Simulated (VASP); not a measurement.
Something may be wrong with this VASP 6.6.1 calculation of Mg6FeBi.

The input INCAR:

```
SYSTEM = Mg6FeBi
  PREC = Accurate
  ENCUT = 600
  EDIFF = 1E-6
  ISMEAR = -1
  SIGMA = 0.02
  LREAL = .False.
  LASPH = .True.
  NELM = 68
  ALGO = Normal
  ISIF = 3
  LWAVE = .False.
  LCHARG = .False.
  ISPIN = 2
  MAGMOM = 0 3 0 0 0 0 0 0
  LORBIT = 11
  LMAXMIX = 4
  LDAU = .True.
  LDAUTYPE = 2
  LDAUL = -1 2 -1
  LDAUU = 0 1 0
  LDAUJ = 0 0 0
  LDAUPRINT = 1
  GGA = MK
  LUSE_VDW = .True.
  AGGAC = 0.0
  PARAM1 = 0.1234
  PARAM2 = 0.711357
  ZAB_VDW = -1.8867
  IBRION = 2
  NSW = 30
  EDIFFG = -0.01
  NELECT = 32.0
```

The input KPOINTS:

```
Automatic mesh
0
Gamma
  6 5 5
  0 0 0
```

Contents of POSCAR:

```
Mg6FeBi
1.0
    5.0049770000      0.0000000000      0.0000000000
    0.0000000000      3.1647195000      5.4648530000
    0.0000000000     -3.1647195000      5.4648530000
Bi Fe Mg
1 1 6
Cartesian
    2.4401865463     -0.0232543589      7.2901466911
   -0.0148447618     -0.0042660419      9.2582916397
    2.4996857129      0.0001898832      1.8427156425
    2.4823785024      1.5982751244      4.5401069699
    2.4986346677     -1.6265392342      4.4890707077
    0.0361709688      0.0393501223      3.6468166337
    0.0822818219      1.6716902873      6.2818211992
    0.0564461306     -1.6813363524      6.3270155335
```

Potentials or basis: VASP PAW PBE potentials, release 54 (Bi_d, Fe, Mg).

Command:

```console
$ cat potpaw_PBE.54/Bi_d/POTCAR potpaw_PBE.54/Fe/POTCAR potpaw_PBE.54/Mg/POTCAR > POTCAR
$ mpirun -np 1 vasp_std > vasp.out
```

OUTCAR:

```text
SYSTEM = Mg6FeBi
   PREC = Accurate
   ENCUT = 600
   EDIFF = 1E-6
   ISMEAR = -1
   LREAL = .False.
   LASPH = .True.
   NELM = 68
   ISIF = 3
   ISPIN = 2
   LORBIT = 11
   GGA = MK
   IBRION = 2
   NSW = 30
   EDIFFG = -0.01
   NELECT = 32.0

 ion  position               nearest neighbor table
   1  0.488  0.663  0.671-   8 3.06   7 3.07   5 3.09   4 3.12   3 3.14   2 3.15   3 3.19   4 3.19
                             2 3.22   5 3.23   8 3.25   7 3.30
   2  0.997  0.846  0.848-   7 2.90   8 2.94   5 3.01   5 3.03   4 3.04   4 3.05   6 3.12   1 3.15
                             6 3.21   1 3.22   8 3.38
   3  0.499  0.169  0.169-   7 3.02   8 3.02   6 3.05   5 3.11   6 3.12   8 3.12   4 3.14   1 3.14
                             7 3.16   4 3.18   1 3.19   5 3.21
   4  0.496  0.668  0.163-   7 2.97   6 3.04   2 3.04   2 3.05   5 3.11   1 3.12   6 3.13   7 3.13
[... 254 lines left out ...]
 Free energy of the ion-electron system (eV)
  ---------------------------------------------------
  ext. energy  EPLUGINS =         0.00000000
  ---------------------------------------------------
  free energy    TOTEN  =       -18.00848539 eV

  energy without entropy =      -18.00066909  energy(sigma->0) =      -18.00457724

------------------------ aborting loop because hard stop was set ---------------------------------------

 total charge

# of ion       s       p       d       tot
------------------------------------------
    1        1.476   1.365   9.899  12.739
    2        0.356   0.196   5.760   6.312
    3        0.189   0.103   0.011   0.303
    4        0.183   0.105   0.012   0.300
    5        0.182   0.102   0.011   0.296
    6        0.196   0.104   0.008   0.308
    7        0.184   0.104   0.011   0.300
    8        0.183   0.104   0.011   0.298
--------------------------------------------------
tot          2.950   2.183  15.723  20.855

 magnetization (x)

# of ion       s       p       d       tot
------------------------------------------
    1        0.007  -0.043  -0.001  -0.038
    2        0.036   0.010   3.342   3.387
    3        0.005   0.000  -0.001   0.005
    4       -0.009  -0.007  -0.001  -0.017
    5       -0.009  -0.007  -0.001  -0.017
    6       -0.003  -0.008  -0.000  -0.012
    7       -0.007  -0.006  -0.001  -0.013
    8       -0.006  -0.006  -0.001  -0.013
--------------------------------------------------
tot          0.013  -0.068   3.337   3.283
```

On the terminal:

```text
POSCAR found type information on POSCAR BiFeMg
 POSCAR found :  3 types and       8 ions
[... 51 lines left out ...]

 soft stop encountered!  aborting job ...
```

What happened, and what is wrong with the input?

The run was cut off at its time limit. The input holds a flaw that was put in on purpose: wrong number of electrons (NELECT = 32).
